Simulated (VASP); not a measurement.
Output of a VASP run:

File OUTCAR:
```
 ion  position               nearest neighbor table
   1  0.000  0.000  0.000-   4 2.22   5 2.22   4 2.22   5 2.22   3 2.24   6 2.24   2 4.02   2 4.02
                             2 4.02   2 4.02   2 4.02   2 4.02   2 4.02   2 4.02
   2  0.500  0.500  0.500-   3 2.22   6 2.22   3 2.22   6 2.22   5 2.24   4 2.24   1 4.02   1 4.02
                             1 4.02   1 4.02   1 4.02   1 4.02   1 4.02   1 4.02
   3  0.308  0.308  0.000-   2 2.22   2 2.22   1 2.24
   4  0.808  0.192  0.500-   1 2.22   1 2.22   2 2.24
   5  0.192  0.808  0.500-   1 2.22   1 2.22   2 2.24
   6  0.692  0.692  0.000-   2 2.22   2 2.22   1 2.24
  LATTYP: Found a simple tetragonal cell.
 ALAT       =     5.1341408426
 C/A-ratio  =     0.6725932506
 Subroutine PRICEL returns:
 Original cell was already a primitive cell.
 Subroutine GETGRP returns: Found 16 space group operations
The static configuration has the point symmetry D_2h.
 The point group associated with its full space group is D_4h.
The dynamic configuration has the point symmetry D_2h.
 Subroutine INISYM returns: Found 16 space group operations
 Subroutine IBZKPT returns following result:
 Found     24 irreducible k-points:

 Following reciprocal coordinates:
            Coordinates               Weight
  0.000000  0.000000  0.000000      1.000000
  0.200000  0.000000  0.000000      4.000000
  0.400000  0.000000  0.000000      4.000000
  0.200000  0.200000  0.000000      4.000000
  0.400000  0.200000  0.000000      8.000000
  0.400000  0.400000  0.000000      4.000000
  0.000000  0.000000  0.142857      2.000000
  0.200000  0.000000  0.142857      8.000000
  0.400000  0.000000  0.142857      8.000000
  0.200000  0.200000  0.142857      8.000000
  0.400000  0.200000  0.142857     16.000000
  0.400000  0.400000  0.142857      8.000000
  0.000000  0.000000  0.285714      2.000000
  0.200000  0.000000  0.285714      8.000000
  0.400000  0.000000  0.285714      8.000000
  0.200000  0.200000  0.285714      8.000000
  0.400000  0.200000  0.285714     16.000000
  0.400000  0.400000  0.285714      8.000000
  0.000000  0.000000  0.428571      2.000000
  0.200000  0.000000  0.428571      8.000000
  0.400000  0.000000  0.428571      8.000000
  0.200000  0.200000  0.428571      8.000000
  0.400000  0.200000  0.428571     16.000000
  0.400000  0.400000  0.428571      8.000000
   k-points           NKPTS =     24   k-points in BZ     NKDIM =     24   number of bands    NBANDS=     31
   number of dos      NEDOS =    301   number of ions     NIONS =      6
   total plane-waves  NPLWV =  44800
   dimension x,y,z NGX =    40 NGY =   40 NGZ =   28
   dimension x,y,z NGXF=    80 NGYF=   80 NGZF=   56
   ions per type =               2   4
   PREC   = accura    normal or accurate (medium, high low for compatibility)
   ISTART =      0    job   : 0-new  1-cont  2-samecut
   ICHARG =      2    charge: 1-file 2-atom 10-const
   ISPIN  =      1    spin polarized calculation?
   LNONCOLLINEAR =      F non collinear calculations
   LSORBIT =      F    spin-orbit coupling
   INIWAV =      1    electr: 0-lowe 1-rand  2-diag
   ENCUT  =  520.0 eV  38.22 Ry    6.18 a.u.   9.55  9.55  6.42*2*pi/ulx,y,z
   NELM   =    100;   NELMIN=  2; NELMDL= -5     # of ELM steps
   EDIFF  = 0.1E-06   stopping-criterion for ELM
   LREAL  =      F    real-space projection
   NLSPLINE    = F    spline interpolate recip. space projectors
   LMAXMIX     =    4 max onsite mixed and CHGCAR
   VOSKOWN=      0    Vosko Wilk Nusair interpolation
   EDIFFG = -.1E-01   stopping-criterion for IOM
   NSW    =     30    number of steps for IOM
   NBLOCK =      1;   KBLOCK =     30    inner block; outer block
   IBRION =      2    ionic relax: 0-MD 1-quasi-New 2-CG
   NFREE  =      1    steps in history (QN), initial steepest desc. (CG)
   ISIF   =      4    stress and relaxation
   ISYM   =      2    0-nonsym 1-usesym 2-fastsym
   TEIN   =    0.0    initial temperature
   TEBEG  =    0.0;   TEEND  =   0.0 temperature during run
   SMASS  =  -3.00    Nose mass-parameter (am)
   PSTRESS=    0.0 pullay stress
   NELECT =      52.0000    total number of electrons
...
```

OSZICAR:
```
       N       E                     dE             d eps       ncg     rms          rms(c)
DAV:   1     0.679307701353E+03    0.67931E+03   -0.26138E+04  1495   0.200E+03
DAV:   2     0.593819902148E+02   -0.61993E+03   -0.60011E+03  1644   0.540E+02
DAV:   3    -0.314473341019E+02   -0.90829E+02   -0.88028E+02  1915   0.225E+02
DAV:   4    -0.352669320309E+02   -0.38196E+01   -0.38070E+01  1847   0.507E+01
DAV:   5    -0.354191643304E+02   -0.15223E+00   -0.15220E+00  2010   0.955E+00    0.139E+01
DAV:   6    -0.298645940651E+02    0.55546E+01   -0.26358E+01  2281   0.544E+01    0.481E+00
DAV:   7    -0.298805202442E+02   -0.15926E-01   -0.17586E+00  1880   0.111E+01    0.282E+00
DAV:   8    -0.299020991013E+02   -0.21579E-01   -0.48894E-01  2264   0.647E+00    0.118E+00
DAV:   9    -0.298737021495E+02    0.28397E-01   -0.11751E-01  2389   0.410E+00    0.150E-01
DAV:  10    -0.298765712158E+02   -0.28691E-02   -0.13855E-02  1621   0.692E-01    0.151E-01
DAV:  11    -0.298764648309E+02    0.10638E-03   -0.61727E-04  2347   0.286E-01    0.593E-02
DAV:  12    -0.298764483417E+02    0.16489E-04   -0.17391E-04  1961   0.861E-02    0.134E-02
DAV:  13    -0.298764504709E+02   -0.21292E-05   -0.13179E-05  2246   0.318E-02    0.288E-03
DAV:  14    -0.298764511309E+02   -0.65995E-06   -0.34387E-06  2228   0.226E-02    0.340E-03
DAV:  15    -0.298764513899E+02   -0.25900E-06   -0.44207E-07  1679   0.568E-03    0.136E-03
DAV:  16    -0.298764518272E+02   -0.43736E-06   -0.10960E-07  1200   0.357E-03    0.143E-04
DAV:  17    -0.298764519095E+02   -0.82280E-07   -0.59595E-08  1108   0.194E-03
   1 F= -.29876452E+02 E0= -.29876223E+02  d E =-.298765E+02
```

### OUTCAR
```
------------------------ aborting loop because EDIFF is reached ----------------------------------------
  FORCE on cell =-STRESS in cart. coord.  units (eV):
  Direction    XX          YY          ZZ          XY          YZ          ZX
  --------------------------------------------------------------------------------------
  Total        0.0552854      0.0552854      0.0126530      0.0000000      0.0000000      0.0000000
  in kB        0.9731170      0.9731170      0.2227140      0.0000000      0.0000000      0.0000000
  external PRESSURE =       0.7229826 kB  Pullay stress =       0.0000000 kB
  volume of cell :       91.02
      direct lattice vectors                 reciprocal lattice vectors
     5.134140843  0.000000000  0.000000000     0.194774555  0.000000000  0.000000000
     0.000000000  5.134140843  0.000000000     0.000000000  0.194774555  0.000000000
     0.000000000  0.000000000  3.453188478     0.000000000  0.000000000  0.289587437
 POSITION                                       TOTAL-FORCE (eV/Angst)
 -----------------------------------------------------------------------------------
      0.00000      0.00000      0.00000         0.000000      0.000000     -0.000000
      2.56707      2.56707      1.72659         0.000000      0.000000     -0.000000
      1.58284      1.58284      0.00000         0.003321      0.003321      0.000000
      4.14991      0.98423      1.72659         0.003321     -0.003321     -0.000000
      0.98423      4.14991      1.72659        -0.003321      0.003321      0.000000
      3.55130      3.55130      0.00000        -0.003321     -0.003321     -0.000000
 -----------------------------------------------------------------------------------
    total drift:                               -0.000000      0.000000     -0.000000
  FREE ENERGIE OF THE ION-ELECTRON SYSTEM (eV)
  ---------------------------------------------------
  free  energy   TOTEN  =       -29.8764519095 eV

  energy  without entropy=      -29.8759936668  energy(sigma->0) =      -29.87622279

 reached required accuracy - stopping structural energy minimisation
```
(Selected blocks of OUTCAR.)

**POSCAR**
```
PbO2
1
    5.1341408426     0.0000000000     0.0000000000
    0.0000000000     5.1341408426     0.0000000000
    0.0000000000     0.0000000000     3.4531884784
Pb O
2 4
Direct
  1.0000000000   0.0000000000   0.0000000000
  0.5000000000   0.5000000000   0.5000000000
  0.3082978216   0.3082978216   1.0000000000
  0.8082978216   0.1917021784   0.5000000000
  0.1917021784   0.8082978216   0.5000000000
  0.6917021784   0.6917021784   0.0000000000
```

Q: Reconstruct the remaining input files.

A: One answer among several that fit: the input of the run itself, revPBE GGA, plane waves, VASP's PBE PAW potentials (set 64).

INCAR:
```
# general
SYSTEM  = PbO2
PREC    = Accurate
ENCUT   = 520
LREAL   = .FALSE.
LASPH   = .TRUE.

# electronic loop
EDIFF   = 1E-7
NELM    = 100
ALGO    = Normal
LMAXMIX = 4

# smearing
ISMEAR  = 0
SIGMA   = 0.05

# functional
GGA     = RE

# ions
IBRION  = 2
NSW     = 30
ISIF    = 4
EDIFFG  = -0.01

# output
LWAVE   = .FALSE.
LCHARG  = .FALSE.
```

KPOINTS:
```
Automatic mesh
0
Gamma
5 5 7
0 0 0
```

POTCAR, in this order: Pb_d O (PBE.64 set). Program: vasp_std.

The compound is PbO2 in the rutile structure. It was relaxed first, which changed the volume by +9 %.
